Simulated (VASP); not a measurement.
Zr3PN3, 7 atoms in the cell. The structure is cubic, space group Pm-3m (No. 221). The conventional cell has a = 4.769 Å, b = 4.769 Å, c = 4.769 Å, α = 90.00°, β = 90.00°, γ = 90.00°. Zr (site symmetry 4/mmm) has 2 P at 2.38 Å and 4 N at 2.38 Å as nearest neighbours. P (site symmetry m-3m) has 6 Zr at 2.38 Å as nearest neighbours. Around N (site symmetry 4/mmm) lie 4 Zr at 2.38 Å. The cell was built by a generator and needn't be a form met in nature. The cell isn't the ideal one: species swapped into the Ca3AsBr3 type (Pm-3m, No. 221).

```yaml
Program: VASP 6.6.1
Task: single point
Functional: PBE
Potentials_or_basis: VASP PAW PBE potentials, release 64 (Zr_sv, P, N)
Cutoff: 520 eV
k_mesh: 8 × 8 × 8
Occupations: gaussian, width 0.1 eV
Spin: no spin polarisation
Dipole_correction: no
Further_INCAR_settings: ALGO = Fast; EDIFF = 1e-07; NBANDS = 37
```

Potentials or basis: VASP PAW PBE potentials, release 64 (Zr_sv, P, N).

Command:

```bash
$ cat potpaw_PBE.64/Zr_sv/POTCAR potpaw_PBE.64/P/POTCAR potpaw_PBE.64/N/POTCAR > POTCAR
$ mpirun -np 1 vasp_std > vasp.out
```

Hardware: 1 thread of Intel(R) Xeon(R) Platinum 8488C (Sapphire Rapids) (shared host).

How long does it take, and how much memory?

It took 3 min on 1 thread of Intel(R) Xeon(R) Platinum 8488C (Sapphire Rapids), on a shared host, peak memory 0.27 GiB. Counts: scf iterations 27, k points 35.
